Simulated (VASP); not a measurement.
```
Ni2H
1.0
    2.68979     0.00000     0.00000
   -1.34490     2.32943     0.00000
    0.00000     0.00000     4.37850
Ni H
2 1
Direct
  0.66667   0.33333   0.80300
  0.33333   0.66667   0.25400
  0.00000   0.00000   0.02700
```
Starting moments (μB, in the order of the record's atoms Ni Ni H): 2.0 2.0 0.0.

Method: PBEsol GGA, VASP's PBE PAW potentials (set 64) (plane waves; VASP). Numerical set-up: 300 eV cut-off, 14×14×8 Γ-centred mesh, Gaussian smearing of 0.27 eV, potentials Ni H.

Question: Give the spin-up energies of bands 1 to 14 at the high-symmetry points, in eV from the Fermi level.

Answer: 
| band | Γ | M | K | A | L | H |
|---|---|---|---|---|---|---|
| 1 | -10.49 | -6.99 | -6.66 | -9.91 | -7.02 | -6.62 |
| 2 | -4.08 | -3.94 | -3.08 | -5.60 | -3.87 | -3.00 |
| 3 | -2.10 | -3.21 | -3.08 | -2.26 | -2.90 | -3.00 |
| 4 | -1.91 | -2.11 | -2.57 | -1.97 | -2.26 | -2.25 |
| 5 | -1.91 | -2.02 | -1.96 | -1.97 | -1.68 | -1.97 |
| 6 | -1.70 | -1.77 | -1.95 | -1.86 | -1.10 | -1.97 |
| 7 | -1.70 | -1.48 | -1.45 | -1.86 | -0.89 | -1.56 |
| 8 | -1.49 | -0.51 | -0.59 | -1.81 | -0.88 | -1.10 |
| 9 | -1.21 | -0.45 | -0.59 | -0.90 | -0.48 | -0.54 |
| 10 | -1.21 | -0.31 | -0.54 | -0.90 | -0.38 | -0.54 |
| 11 | -0.52 | 0.21 | 1.50 | -0.60 | -0.26 | 2.16 |
| 12 | -0.52 | 1.84 | 3.33 | -0.60 | 0.86 | 3.92 |
| 13 | 3.82 | 7.05 | 3.33 | 8.40 | 4.45 | 3.93 |
| 14 | 13.00 | 7.43 | 9.13 | 12.31 | 4.86 | 5.92 |

Question: Give the spin-down energies of bands 1 to 14 at the high-symmetry points, in eV from the Fermi level.

Answer: 
```json
[
 {"band": "1", "Γ": "-10.49", "M": "-6.95", "K": "-6.61", "A": "-9.92", "L": "-6.97", "H": "-6.57"},
 {"band": "2", "Γ": "-3.92", "M": "-3.79", "K": "-2.89", "A": "-5.59", "L": "-3.68", "H": "-2.77"},
 {"band": "3", "Γ": "-2.05", "M": "-2.96", "K": "-2.88", "A": "-2.02", "L": "-2.64", "H": "-2.77"},
 {"band": "4", "Γ": "-1.64", "M": "-1.93", "K": "-2.31", "A": "-1.71", "L": "-2.02", "H": "-2.00"},
 {"band": "5", "Γ": "-1.64", "M": "-1.72", "K": "-1.71", "A": "-1.71", "L": "-1.38", "H": "-1.76"},
 {"band": "6", "Γ": "-1.38", "M": "-1.52", "K": "-1.70", "A": "-1.54", "L": "-0.93", "H": "-1.75"},
 {"band": "7", "Γ": "-1.38", "M": "-1.19", "K": "-1.17", "A": "-1.54", "L": "-0.65", "H": "-1.23"},
 {"band": "8", "Γ": "-1.27", "M": "-0.19", "K": "-0.26", "A": "-1.53", "L": "-0.59", "H": "-0.83"},
 {"band": "9", "Γ": "-0.93", "M": "-0.16", "K": "-0.26", "A": "-0.61", "L": "-0.17", "H": "-0.21"},
 {"band": "10", "Γ": "-0.93", "M": "0.05", "K": "-0.21", "A": "-0.61", "L": "-0.04", "H": "-0.20"},
 {"band": "11", "Γ": "-0.17", "M": "0.49", "K": "1.73", "A": "-0.24", "L": "0.04", "H": "2.38"},
 {"band": "12", "Γ": "-0.17", "M": "2.03", "K": "3.46", "A": "-0.24", "L": "0.97", "H": "4.03"},
 {"band": "13", "Γ": "4.00", "M": "7.10", "K": "3.46", "A": "8.43", "L": "4.58", "H": "4.04"},
 {"band": "14", "Γ": "12.99", "M": "7.51", "K": "9.18", "A": "12.38", "L": "5.03", "H": "6.02"}
]
```

It has no gap at this level: it comes out as a metal or semimetal.

The structure comes from a measured Ni2H entry of the Crystallography Open Database, whose conditions weren't checked. The cell was not relaxed at this level.
